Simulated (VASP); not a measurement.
# Sr3Zn (Pm-3m) in VASP: a series of runs

One crystal, Sr3Zn, is run at these levels: revPBE; tasks: single point.

All numbers are computed with VASP 6.6.1; they aren't measurements. Logs are shortened: lines on timing, memory, paths and dates and some standing lists are left out, and cuts for length are marked.

## 1. Starting point

It takes space group Pm-3m (No. 221, cubic). The conventional cell has a = 5.480 Å, b = 5.480 Å, c = 5.480 Å, α = 90.00°, β = 90.00°, γ = 90.00°. Around Sr (site symmetry 4/mmm) lie 8 Sr at 3.87 Å and 4 Zn at 3.87 Å. Zn (site symmetry m-3m) is surrounded by 12 Sr at 3.87 Å.

The cell comes from a database or a generator and needn't be the stable form of this composition.

## 2. Single point, revPBE

Input file INCAR:

```
ALGO = Normal
EDIFF = 1E-6
ENCUT = 520
GGA = RE
ISIF = 2
ISMEAR = 1
LASPH = T
LCHARG = T
LELF = T
LREAL = F
LVHAR = T
LWAVE = F
NBANDS = 29
NELM = 100
PREC = Accurate
SIGMA = 0.2
```

Input file KPOINTS:

```
k-points
0
Gamma
  5 5 5
```

Input file POSCAR:

```
Sr3Zn
1.0
    5.4799420000      0.0000000000      0.0000000000
    0.0000000000      5.4799420000      0.0000000000
    0.0000000000      0.0000000000      5.4799420000
Sr Zn
3 1
Direct
    0.5000000000      0.0000000000      0.5000000000
    0.5000000000      0.5000000000      0.0000000000
    0.0000000000      0.5000000000      0.5000000000
    0.0000000000      0.0000000000      0.0000000000
```

Potentials or basis: VASP PAW PBE potentials, release 64 (Sr_sv, Zn).

Launch:

```console
$ cat potpaw_PBE.64/Sr_sv/POTCAR potpaw_PBE.64/Zn/POTCAR > POTCAR
$ mpirun -np 1 vasp_std > vasp.out
```

OUTCAR:

```text
EDIFF = 1E-6
   ENCUT = 520
   GGA = RE
   ISIF = 2
   ISMEAR = 1
   LASPH = T
   LREAL = F
   NELM = 100
   PREC = Accurate

 ion  position               nearest neighbor table
   1  0.500  0.000  0.500-   2 3.87   3 3.87   4 3.87   2 3.87   4 3.87   2 3.87   3 3.87   2 3.87
                             3 3.87   4 3.87   4 3.87   3 3.87
   2  0.500  0.500  0.000-   1 3.87   3 3.87   4 3.87   1 3.87   3 3.87   1 3.87   4 3.87   1 3.87
                             3 3.87   4 3.87   3 3.87   4 3.87
   3  0.000  0.500  0.500-   1 3.87   2 3.87   4 3.87   2 3.87   4 3.87   1 3.87   4 3.87   4 3.87
                             1 3.87   2 3.87   2 3.87   1 3.87
   4  0.000  0.000  0.000-   1 3.87   2 3.87   3 3.87   1 3.87   3 3.87   2 3.87   3 3.87   3 3.87
                             1 3.87   2 3.87   1 3.87   2 3.87

  LATTYP: Found a simple cubic cell.
 ALAT       =     5.4799420000

  Lattice vectors:

 A1 = (   5.4799420000,   0.0000000000,   0.0000000000)
 A2 = (   0.0000000000,   5.4799420000,   0.0000000000)
 A3 = (   0.0000000000,   0.0000000000,   5.4799420000)

Analysis of symmetry for initial positions (statically):
=====================================================================
 Subroutine PRICEL returns:
 Original cell was already a primitive cell.

 Routine SETGRP: Setting up the symmetry group for a
 simple cubic supercell.

 Subroutine GETGRP returns: Found 48 space group operations
 (whereof 48 operations were pure point group operations)
 out of a pool of 48 trial point group operations.

The static configuration has the point symmetry O_h .

Analysis of symmetry for dynamics (positions and initial velocities):
=====================================================================
 Subroutine PRICEL returns:
 Original cell was already a primitive cell.

 Routine SETGRP: Setting up the symmetry group for a
 simple cubic supercell.

 Subroutine GETGRP returns: Found 48 space group operations
 (whereof 48 operations were pure point group operations)
 out of a pool of 48 trial point group operations.

The dynamic configuration has the point symmetry O_h .

 Subroutine INISYM returns: Found 48 space group operations
 (whereof 48 operations are pure point group operations),
 and found     1 'primitive' translations

----------------------------------------------------------------------------------------

[... 81 lines left out ...]
   EDIFF  = 0.1E-05   stopping-criterion for ELM
   LREAL  =      F    real-space projection
   EDIFFG = 0.1E-04   stopping-criterion for IOM
   NSW    =      0    number of steps for IOM
   IBRION =     -1    ionic relax: 0-MD 1-quasi-New 2-CG
   NFREE  =      0    steps in history (QN), initial steepest desc. (CG)
   ISIF   =      2    stress and relaxation
   ISYM   =      2    0-nonsym 1-usesym 2-fastsym
   POTIM  = 0.5000    time-step for ionic-motion
   TEBEG  =    0.0;   TEEND  =   0.0 temperature during run
   PSTRESS=    0.0 pullay stress
   NELECT =      42.0000    total number of electrons
   NUPDOWN=      -1.0000    fix difference up-down
   EMIN   =  10.00;   EMAX   =-10.00  energy-range for DOS
   EFERMI =   0.00;   METHOD = LEGACY
   ISMEAR =     1;   SIGMA  =   0.20  broadening in eV -4-tet -1-fermi 0-gaus
   EFERMI_NEDOS =   21; number of points for ismear=-14 and -15
   IALGO  =     38    algorithm
   IMIX   =      4    mixing-type and parameters
     AMIX     =   0.40;   BMIX     =  1.00
     AMIX_MAG =   1.60;   BMIX_MAG =  1.00
  volume/ion in A,a.u.               =      41.14       277.63
  Fermi-wavevector in a.u.,A,eV,Ry     =   1.038441  1.962370 14.671984  1.078360
  Thomas-Fermi vector in A             =   2.172926
   LORBIT       =      0    0 simple, 1 ext, 2 COOP (PROOUT), +10 PAW based schemes
   GGA     = RE    functional components
   LHFCALC =     F    Hartree Fock is set to
   AEXX    =    0.0000 exact exchange contribution
   IVDW    =     0    specifies the selected vdW correction
   LEPSILON=     F    determine dielectric tensor
   LRPA    =     F    only Hartree local field effects (RPA)
 non-spin polarized calculation
 Methfessel and Paxton  Order N= 1 SIGMA  =   0.20
  energy-cutoff  :      520.00
  volume of cell :      164.56
 maximum number of plane-waves:      4447
 NGX is ok and might be reduce to    42
   NGX = 21   NGY = 21   NGZ = 21

 number of electron      41.9999978 magnetization

 Free energy of the ion-electron system (eV)
  ---------------------------------------------------
  ext. energy  EPLUGINS =         0.00000000
  ---------------------------------------------------
  free energy    TOTEN  =        -4.91439106 eV

  energy without entropy =       -4.89790199  energy(sigma->0) =       -4.90889470

 E-fermi :   1.9216     XC(G=0):  -7.9641

 val. band max:        1.8894573412   @ k =   0.4000   0.2000   0.2000
 cond. band min:       1.9333355440   @ k =   0.2000   0.2000   0.2000
 fundamental gap:      0.0438782029
 Fermi energy:         1.9216129232

 k-point     1 :       0.0000    0.0000    0.0000
  band No.  band energies     occupation
      1     -34.4676      2.00000
      2     -34.4177      2.00000
      3     -34.4177      2.00000
      4     -16.6243      2.00000
      5     -16.6243      2.00000
      6     -16.6243      2.00000
[... 309 lines left out ...]
     28       4.6711     -0.00000
     29       5.1318     -0.00000

------------------------ aborting loop because EDIFF is reached ----------------------------------------

  FORCE on cell =-STRESS in cart. coord.  units (eV):
  Direction    XX          YY          ZZ          XY          YZ          ZX
  --------------------------------------------------------------------------------------
  -------------------------------------------------------------------------------------
  Total        0.8352486      0.8352486      0.8352486      0.0000000      0.0000000     -0.0000000
  in kB        8.1320206      8.1320206      8.1320206      0.0000000      0.0000000     -0.0000000
  external PRESSURE =       8.1320206 kB  Pullay stress =       0.0000000 kB

 VOLUME and BASIS-vectors are now :
 -----------------------------------------------------------------------------
  energy-cutoff  :      520.00
  volume of cell :      164.56
      direct lattice vectors                 reciprocal lattice vectors
     5.479942000  0.000000000  0.000000000     0.182483683  0.000000000  0.000000000
     0.000000000  5.479942000  0.000000000     0.000000000  0.182483683  0.000000000
     0.000000000  0.000000000  5.479942000     0.000000000  0.000000000  0.182483683

 POSITION                                       TOTAL-FORCE (eV/Angst)
 -----------------------------------------------------------------------------------
      2.73997      0.00000      2.73997         0.000000      0.000000      0.000000
      2.73997      2.73997      0.00000         0.000000      0.000000      0.000000
      0.00000      2.73997      2.73997         0.000000      0.000000      0.000000
      0.00000      0.00000      0.00000         0.000000      0.000000      0.000000
 -----------------------------------------------------------------------------------
    total drift:                                0.000000     -0.000000     -0.000000

  FREE ENERGIE OF THE ION-ELECTRON SYSTEM (eV)
  ---------------------------------------------------
  free  energy   TOTEN  =        -4.9143910595 eV

  energy  without entropy=       -4.8979019914  energy(sigma->0) =       -4.90889470
```

stdout:

```text
POSCAR found type information on POSCAR SrZn
 POSCAR found :  2 types and       4 ions
 scaLAPACK will be used
 -----------------------------------------------------------------------------
|                                                                             |
|                                                                             |
|     You enforced a specific xc type in the INCAR file but a different       |
|     I HOPE YOU KNOW WHAT YOU ARE DOING!                                     |
|                                                                             |
 -----------------------------------------------------------------------------

 LDA part: xc-table for (Slater+PW92), standard interpolation
 POSCAR, INCAR and KPOINTS ok, starting setup
 FFT: planning ... GRIDC
 FFT: planning ... GRID_SOFT
 FFT: planning ... GRID
 WAVECAR not read
 entering main loop
```

It took 34 s on 1 thread of AMD EPYC 9R45 (Zen 5), shared host; peak memory 0.23 GiB.

What came out:

* Free energy: -4.9144 eV
* Pressure: 0.8 GPa
* Band gap on the k mesh: none (metal or under the smearing width)

Caveat: the PAW data sets were made with another functional, which shifts forces and pressure a little.

## 3. Single point, revPBE

Input file INCAR:

```
  PREC = Accurate
  ENCUT = 520
  EDIFF = 1E-6
  ISMEAR = 1
  SIGMA = 0.2
  LREAL = F
  LASPH = T
  NELM = 100
  ALGO = Fast
  ISIF = 2
  LWAVE = F
  LCHARG = F
  GGA = RE
  NBANDS = 29
```

Input file KPOINTS:

```
Automatic mesh
0
Gamma
  5 5 5
```

POSCAR is that of step 2.

Potentials or basis: VASP PAW PBE potentials, release 64 (Sr_sv, Zn).

Launch:

```console
$ cat potpaw_PBE.64/Sr_sv/POTCAR potpaw_PBE.64/Zn/POTCAR > POTCAR
$ mpirun -np 1 vasp_std > vasp.out
```

Run time: 60 s. Hardware: 1 thread of AMD EPYC 9R45 (Zen 5), shared host; peak memory 0.23 GiB.

The run converged. Its results:

| Property | Result |
| --- | --- |
| Free energy | -4.9144 eV |
| Pressure | 0.8 GPa |
| Band gap on the k mesh | none (metal or under the smearing width) |

Levels at points of the mesh, in eV from the Fermi level:
```tsv
k point	band 18	band 19	band 20	band 21	band 22	band 23	band 24	band 25
(0.00, 0.00, 0.00)	-4.74	-1.68	0.15	0.15	0.81	0.81	0.81	1.06
```

Caveat: the PAW data sets were made with another functional, which shifts forces and pressure a little.
